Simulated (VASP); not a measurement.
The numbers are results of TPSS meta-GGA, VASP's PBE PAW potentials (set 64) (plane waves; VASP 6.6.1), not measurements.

VASP ran on this input.

**KPOINTS**
```
kpoints
0
Gamma
 8 8 8
```

INCAR:
```
! general
SYSTEM  = HfO2
PREC    = Accurate
ENCUT   = 520   ! plane-wave cut-off (eV)
LREAL   = F
LASPH   = T   ! aspherical one-centre terms

! electronic loop
EDIFF   = 1E-7   ! SCF stop (eV)
NELM    = 100   ! most electronic steps
ALGO    = Normal   ! blocked Davidson
LMAXMIX = 6
LMIXTAU = T

! smearing
ISMEAR  = 0   ! Gaussian
SIGMA   = 0.05   ! width (eV)

! functional
METAGGA = TPSS

! ions
ISIF    = 2   ! forces and stress, cell fixed

! output
LWAVE   = F
LCHARG  = F
```

**POSCAR**
```
HfO2
3.6469530
  0.0000000000   0.7071067293   0.7071067293
  0.7071067293   0.0000000000   0.7071067293
  0.7071067293   0.7071067293   0.0000000000
Hf O
1 2
Cart
  0.0000000000   0.0000000000   0.0000000000
  0.3535533647   0.3535533647   0.3535533647
  1.0606600940   1.0606600940   1.0606600940
```

POTCAR, in this order: Hf_pv O (PBE.64 set). Program: vasp_std.

The resulting files:

**OUTCAR**
```
 ion  position               nearest neighbor table
   1  0.000  0.000  0.000-   3 2.23   2 2.23   3 2.23   2 2.23   3 2.23   3 2.23   2 2.23   2 2.23
  LATTYP: Found a face centered cubic cell.
 ALAT       =     5.1575700156
 Subroutine PRICEL returns:
 Original cell was already a primitive cell.
 Subroutine GETGRP returns: Found 48 space group operations
The static configuration has the point symmetry O_h .
The dynamic configuration has the point symmetry O_h .
 Subroutine INISYM returns: Found 48 space group operations
 Subroutine IBZKPT returns following result:
 Found     29 irreducible k-points:

 Following reciprocal coordinates:
            Coordinates               Weight
  0.000000  0.000000  0.000000      1.000000
  0.125000  0.000000  0.000000      8.000000
  0.250000  0.000000  0.000000      8.000000
  0.375000  0.000000  0.000000      8.000000
  0.500000  0.000000  0.000000      4.000000
  0.125000  0.125000  0.000000      6.000000
  0.250000  0.125000  0.000000     24.000000
  0.375000  0.125000  0.000000     24.000000
  0.500000  0.125000  0.000000     24.000000
 -0.375000  0.125000  0.000000     24.000000
 -0.250000  0.125000  0.000000     24.000000
 -0.125000  0.125000  0.000000     12.000000
  0.250000  0.250000  0.000000      6.000000
  0.375000  0.250000  0.000000     24.000000
  0.500000  0.250000  0.000000     24.000000
 -0.375000  0.250000  0.000000     24.000000
 -0.250000  0.250000  0.000000     12.000000
  0.375000  0.375000  0.000000      6.000000
  0.500000  0.375000  0.000000     24.000000
 -0.375000  0.375000  0.000000     12.000000
  0.500000  0.500000  0.000000      3.000000
  0.375000  0.250000  0.125000     24.000000
  0.500000  0.250000  0.125000     48.000000
 -0.375000  0.250000  0.125000     24.000000
  0.500000  0.375000  0.125000     24.000000
...
```

File OSZICAR:
```
       N       E                     dE             d eps       ncg     rms          rms(c)
DAV:   1     0.135862304530E+03    0.13586E+03   -0.13025E+04   870   0.151E+03
DAV:   2    -0.420406179939E+01   -0.14007E+03   -0.13811E+03  1213   0.377E+02
DAV:   3    -0.885796000475E+01   -0.46539E+01   -0.46481E+01  1136   0.673E+01
DAV:   4    -0.888759165136E+01   -0.29632E-01   -0.29628E-01  1115   0.606E+00
DAV:   5    -0.888801942504E+01   -0.42777E-03   -0.42776E-03  1150   0.577E-01    0.589E+01
DAV:   6    -0.390418747837E+02   -0.30154E+02   -0.12304E+02   898   0.138E+02    0.238E+01
DAV:   7    -0.363940105858E+02    0.26479E+01   -0.16852E+01  1080   0.299E+01    0.260E+01
DAV:   8    -0.378653698511E+02   -0.14714E+01   -0.13122E+01  1010   0.225E+01    0.210E+01
DAV:   9    -0.378693017272E+02   -0.39319E-02   -0.38659E+01   954   0.373E+01    0.125E+01
DAV:  10    -0.365701731350E+02    0.12991E+01   -0.49243E+00   989   0.156E+01    0.421E+00
DAV:  11    -0.365658115526E+02    0.43616E-02   -0.39871E-01  1047   0.483E+00    0.892E-01
DAV:  12    -0.365921514345E+02   -0.26340E-01   -0.21012E-02  1150   0.129E+00    0.345E-01
DAV:  13    -0.365915394060E+02    0.61203E-03   -0.22476E-03   870   0.452E-01    0.411E-01
DAV:  14    -0.365988599012E+02   -0.73205E-02   -0.27848E-03  1052   0.524E-01    0.424E-01
DAV:  15    -0.365997590923E+02   -0.89919E-03   -0.81518E-04   870   0.255E-01    0.308E-01
DAV:  16    -0.365996659525E+02    0.93140E-04   -0.53080E-05  1073   0.923E-02    0.202E-01
DAV:  17    -0.365997415297E+02   -0.75577E-04   -0.48557E-05   954   0.848E-02    0.856E-02
DAV:  18    -0.365997469669E+02   -0.54372E-05   -0.72015E-06  1017   0.271E-02    0.698E-02
DAV:  19    -0.365997432366E+02    0.37303E-05   -0.16494E-05   898   0.301E-02    0.871E-03
DAV:  20    -0.365997454199E+02   -0.21833E-05   -0.17238E-06   954   0.153E-02    0.417E-03
DAV:  21    -0.365997458271E+02   -0.40723E-06   -0.19073E-07   782   0.545E-03    0.247E-03
DAV:  22    -0.365997459110E+02   -0.83872E-07   -0.34929E-07  1017   0.412E-03
   1 F= -.36599746E+02 E0= -.36599746E+02  d E =-.100137E-20
```

### OUTCAR
```
------------------------ aborting loop because EDIFF is reached ----------------------------------------
  FORCE on cell =-STRESS in cart. coord.  units (eV):
  Direction    XX          YY          ZZ          XY          YZ          ZX
  --------------------------------------------------------------------------------------
  Total       -2.9078439     -2.9078439     -2.9078439      0.0000000      0.0000000     -0.0000000
  in kB     -135.8333043   -135.8333043   -135.8333043      0.0000000      0.0000000     -0.0000000
  external PRESSURE =    -135.8333043 kB  Pullay stress =       0.0000000 kB
  volume of cell :       34.30
      direct lattice vectors                 reciprocal lattice vectors
     0.000000000  2.578785008  2.578785008    -0.193889758  0.193889758  0.193889758
     2.578785008  0.000000000  2.578785008     0.193889758 -0.193889758  0.193889758
     2.578785008  2.578785008  0.000000000     0.193889758  0.193889758 -0.193889758
 POSITION                                       TOTAL-FORCE (eV/Angst)
 -----------------------------------------------------------------------------------
      0.00000      0.00000      0.00000         0.000000      0.000000      0.000000
      1.28939      1.28939      1.28939        -0.000000     -0.000000     -0.000000
      3.86818      3.86818      3.86818         0.000000      0.000000      0.000000
 -----------------------------------------------------------------------------------
    total drift:                                0.000000      0.000000      0.000000
  FREE ENERGIE OF THE ION-ELECTRON SYSTEM (eV)
  ---------------------------------------------------
  free  energy   TOTEN  =       -36.5997459110 eV

  energy  without entropy=      -36.5997459110  energy(sigma->0) =      -36.59974591
```
(Selected blocks of OUTCAR.)

The compound is HfO2 in the fluorite structure, the high-temperature cubic form, which is unstable at 0 K; the monoclinic form is the stable one. This cell is one point of a volume scan, at 1.06 of the reference volume.
